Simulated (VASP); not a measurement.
# Ti: relaxation of cell and atoms with LDA

Ti:

```
Ti
1.0
     2.86470    0.00000    0.00000
    -1.43235    2.48090    0.00000
     0.00000    0.00000    4.52254
Ti
2
Direct
  0.33333 0.66667 0.25000
  0.66667 0.33333 0.75000
```

| Item | Value |
| --- | --- |
| Program | VASP 6.6.1 |
| Task | relaxation of cell and atoms |
| Functional | LDA |
| Potentials or basis | VASP PAW LDA potentials, release 64 (Ti_sv) |
| Cutoff | 600 eV |
| k mesh | 15 × 15 × 8 |
| Occupations | methfessel-paxton, width 0.1 eV |
| Spin | no spin polarisation |
| Further INCAR settings | ALGO = Normal; EDIFF = 1e-07; IBRION = 2; EDIFFG = -0.005; NSW = 90; ISIF = 3 |

```yaml
Pressure_after_relaxing: 0.0 GPa
Band_gap_on_the_k_mesh: none (metal or under the smearing width)
```

Final structure:
```yaml
crystal:
  lattice:
    - [2.86470, 0.00000, 0.00000]
    - [-1.43235, 2.48090, 0.00000]
    - [0.00000, 0.00000, 4.52254]
  atoms:
    - { symbol: Ti, position: [0.33333, 0.66667, 0.25000] }
    - { symbol: Ti, position: [0.66667, 0.33333, 0.75000] }
```

Levels at points of the mesh, in eV from the Fermi level:
```
           k point  band 10  band 11  band 12  band 13  band 14  band 15
(0.00, 0.00, 0.00)    -2.90     0.76     0.76     0.92     1.12     1.32
(0.00, 0.00, 0.50)    -4.35     0.07     0.07     0.64     0.64     0.64
```

Run time: 25 s on 1 thread of Intel(R) Xeon(R) 6975P-C (Granite Rapids), with other jobs on the host, peak memory 0.19 GiB.

Caveat: the relaxation stopped at its first step, so nothing moved.
